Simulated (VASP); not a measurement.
Computed with PBEsol GGA, VASP's PBE PAW potentials (set 64) (plane waves; VASP 6.6.1).

A VASP calculation is set up with these files.

File POSCAR:
```
TiAl
1
    1.4375460000     0.8299680000     4.5930480000
   -1.4375460000     0.8299680000     4.5930480000
    0.0000000000    -1.6599350000     4.5930480000
Al Ti
1 1
Direct
  0.0000000000   0.0000000000   0.0000000000
  0.5000000000   0.5000000000   0.5000000000
```

KPOINTS:
```
Automatic mesh
0
Gamma
13 13 13
0 0 0
```

INCAR:
```
SYSTEM = TiAl
PREC = Accurate
ENCUT = 400
EDIFF = 1E-6
NELM = 100
ALGO = Normal
LREAL = .FALSE.
LASPH = .TRUE.
ISMEAR = 1
SIGMA = 0.1
GGA = PS
LMAXMIX = 4
LWAVE = .FALSE.
LCHARG = .FALSE.
IBRION = 2
ISIF = 3
NSW = 60
EDIFFG = -0.01
```

POTCAR, in this order: Al Ti_sv (PBE.64 set). Program: vasp_std.

Output

**OUTCAR**
```
 ion  position               nearest neighbor table
   1  0.000  0.000  0.000-   2 2.83   2 2.83   2 2.83   2 2.83   2 2.83   2 2.83
   2  0.500  0.500  0.500-   1 2.83   1 2.83   1 2.83   1 2.83   1 2.83   1 2.83
  LATTYP: Found a trigonal (rhomboedric) cell.
 ALAT       =     4.8837972228
 COS(alpha) =     0.8267160512
 Subroutine PRICEL returns:
 Original cell was already a primitive cell.
 Subroutine GETGRP returns: Found 12 space group operations
The static configuration has the point symmetry D_3d.
The dynamic configuration has the point symmetry D_3d.
 Subroutine INISYM returns: Found 12 space group operations
 Subroutine IBZKPT returns following result:
 Found    231 irreducible k-points:

 Following reciprocal coordinates:
            Coordinates               Weight
  0.000000  0.000000  0.000000      1.000000
  0.076923  0.000000  0.000000      6.000000
  0.153846 -0.000000  0.000000      6.000000
  0.230769  0.000000  0.000000      6.000000
  0.307692 -0.000000  0.000000      6.000000
  0.384615  0.000000  0.000000      6.000000
  0.461538  0.000000  0.000000      6.000000
  0.076923  0.076923  0.000000      6.000000
...
```

OSZICAR:
```
       N       E                     dE             d eps       ncg     rms          rms(c)
DAV:   1     0.871270195419E+02    0.87127E+02   -0.67150E+03  5104   0.114E+03
DAV:   2    -0.474791799839E+01   -0.91875E+02   -0.89442E+02  5208   0.309E+02
DAV:   3    -0.138469003682E+02   -0.90990E+01   -0.88380E+01  9267   0.867E+01
DAV:   4    -0.143592076860E+02   -0.51231E+00   -0.51083E+00  6339   0.175E+01
DAV:   5    -0.143812003130E+02   -0.21993E-01   -0.21989E-01  7354   0.352E+00    0.962E+00
DAV:   6    -0.130963955019E+02    0.12848E+01   -0.11930E+01  6038   0.386E+01    0.366E+00
DAV:   7    -0.128189333657E+02    0.27746E+00   -0.14811E+00  5767   0.123E+01    0.201E+00
DAV:   8    -0.127932579253E+02    0.25675E-01   -0.17176E-01  5704   0.473E+00    0.599E-01
DAV:   9    -0.127929717316E+02    0.28619E-03   -0.24077E-02  6096   0.224E+00    0.259E-01
DAV:  10    -0.127927891111E+02    0.18262E-03   -0.28078E-03  5961   0.626E-01    0.780E-02
DAV:  11    -0.127928304700E+02   -0.41359E-04   -0.29640E-04  7052   0.166E-01    0.273E-02
DAV:  12    -0.127928312025E+02   -0.73251E-06   -0.13442E-05  6071   0.365E-02    0.108E-02
DAV:  13    -0.127928297347E+02    0.14679E-05   -0.38722E-06  5601   0.273E-02    0.509E-03
DAV:  14    -0.127928296836E+02    0.51130E-07   -0.67334E-07  2979   0.104E-02
   1 F= -.12792830E+02 E0= -.12793078E+02  d E =-.127928E+02
       N       E                     dE             d eps       ncg     rms          rms(c)
DAV:   1    -0.128421682492E+02   -0.49339E-01   -0.13128E+00  5446   0.189E+01    0.185E+00
DAV:   2    -0.128034824564E+02    0.38686E-01   -0.26704E-01  5857   0.712E+00    0.565E-01
DAV:   3    -0.127956957591E+02    0.77867E-02   -0.46023E-02  6304   0.187E+00    0.247E-01
DAV:   4    -0.127953350678E+02    0.36069E-03   -0.87490E-03  6426   0.962E-01    0.137E-01
DAV:   5    -0.127959051109E+02   -0.57004E-03   -0.10648E-03  6683   0.284E-01    0.784E-02
DAV:   6    -0.127962851452E+02   -0.38003E-03   -0.11887E-03  7941   0.183E-01    0.428E-02
DAV:   7    -0.127962921974E+02   -0.70522E-05   -0.36882E-05  5529   0.571E-02    0.918E-03
DAV:   8    -0.127962916920E+02    0.50534E-06   -0.29033E-06  5508   0.218E-02
   2 F= -.12796292E+02 E0= -.12796568E+02  d E =-.346201E-02
       N       E                     dE             d eps       ncg     rms          rms(c)
DAV:   1    -0.127965608044E+02   -0.26861E-03   -0.74080E-03  5485   0.143E+00    0.141E-01
DAV:   2    -0.127963382311E+02    0.22257E-03   -0.15815E-03  5915   0.545E-01    0.420E-02
DAV:   3    -0.127962938277E+02    0.44403E-04   -0.26512E-04  6394   0.142E-01    0.181E-02
DAV:   4    -0.127962923934E+02    0.14343E-05   -0.47870E-05  6345   0.709E-02    0.104E-02
DAV:   5    -0.127962962409E+02   -0.38475E-05   -0.61845E-06  6167   0.213E-02    0.589E-03
DAV:   6    -0.127962988474E+02   -0.26065E-05   -0.63940E-06  6702   0.135E-02    0.313E-03
DAV:   7    -0.127962990607E+02   -0.21323E-06   -0.21041E-07  2661   0.445E-03
   3 F= -.12796299E+02 E0= -.12796575E+02  d E =-.346938E-02
       N       E                     dE             d eps       ncg     rms          rms(c)
DAV:   1    -0.128084183181E+02   -0.12119E-01   -0.29200E-01  5271   0.869E+00    0.815E-01
DAV:   2    -0.128002981160E+02    0.81202E-02   -0.83356E-02  6196   0.329E+00    0.323E-01
DAV:   3    -0.127970752406E+02    0.32229E-02   -0.15915E-02  6118   0.120E+00    0.144E-01
DAV:   4    -0.127967866403E+02    0.28860E-03   -0.17202E-03  7468   0.399E-01    0.490E-02
DAV:   5    -0.127968344851E+02   -0.47845E-04   -0.10889E-04  5593   0.978E-02    0.274E-02
DAV:   6    -0.127968555359E+02   -0.21051E-04   -0.91569E-05  7850   0.590E-02    0.116E-02
DAV:   7    -0.127968548254E+02    0.71044E-06   -0.32711E-06  5256   0.199E-02
   4 F= -.12796855E+02 E0= -.12797128E+02  d E =-.555765E-03
       N       E                     dE             d eps       ncg     rms          rms(c)
DAV:   1    -0.127973437430E+02   -0.48821E-03   -0.11573E-02  5286   0.173E+00    0.160E-01
DAV:   2    -0.127970157378E+02    0.32801E-03   -0.30685E-03  6177   0.635E-01    0.626E-02
DAV:   3    -0.127969018447E+02    0.11389E-03   -0.56568E-04  6108   0.229E-01    0.298E-02
DAV:   4    -0.127968888931E+02    0.12952E-04   -0.72543E-05  7395   0.831E-02    0.101E-02
DAV:   5    -0.127968921450E+02   -0.32519E-05   -0.64884E-06  5482   0.250E-02    0.316E-03
DAV:   6    -0.127968926659E+02   -0.52092E-06   -0.24616E-06  4807   0.101E-02
   5 F= -.12796893E+02 E0= -.12797170E+02  d E =-.593605E-03
```

OUTCAR:
```
------------------------ aborting loop because EDIFF is reached ----------------------------------------
  FORCE on cell =-STRESS in cart. coord.  units (eV):
  Direction    XX          YY          ZZ          XY          YZ          ZX
  --------------------------------------------------------------------------------------
  Total        0.0153633      0.0153633      0.0041456      0.0000000      0.0000000      0.0000000
  in kB        0.7572917      0.7572918      0.2043466      0.0000000      0.0000000      0.0000000
  external PRESSURE =       0.5729767 kB  Pullay stress =       0.0000000 kB
  volume of cell :       32.50
      direct lattice vectors                 reciprocal lattice vectors
     1.423182007  0.821674941  4.632561010     0.351325409  0.202837796  0.071954425
    -1.423182007  0.821674941  4.632561010    -0.351325409  0.202837796  0.071954425
    -0.000000000 -1.643348884  4.632561009     0.000000000 -0.405675592  0.071954469
 POSITION                                       TOTAL-FORCE (eV/Angst)
 -----------------------------------------------------------------------------------
     -0.00000      0.00000      0.00000         0.000000     -0.000000     -0.000000
     -0.00000      0.00000      6.94884        -0.000000      0.000000      0.000000
 -----------------------------------------------------------------------------------
    total drift:                               -0.000000      0.000000      0.000000
  FREE ENERGIE OF THE ION-ELECTRON SYSTEM (eV)
  ---------------------------------------------------
  free  energy   TOTEN  =       -12.7968926659 eV

  energy  without entropy=      -12.7977247515  energy(sigma->0) =      -12.79717003

 reached required accuracy - stopping structural energy minimisation
```
(Selected blocks of OUTCAR.)

**CONTCAR**
```
TiAl
   1.00000000000000
     1.4231820066714662    0.8216749412102369    4.6325610102629113
    -1.4231820066714662    0.8216749412102369    4.6325610102629113
    -0.0000000000000000   -1.6433488838522106    4.6325610087243652
  Al              Ti
     1     1
Direct
     0.0000000000000000    0.0000000000000000    0.0000000000000000
     0.5000000000000000    0.5000000000000000    0.5000000000000000
```

The structure was generated: TiAl was put into the CuPt type (R-3m), which need not be its known phase. This run relaxes it. Symmetry was kept, so distortions that lower it aren't found. The electron count is odd and the run is not spin-polarised, which forces a metal.
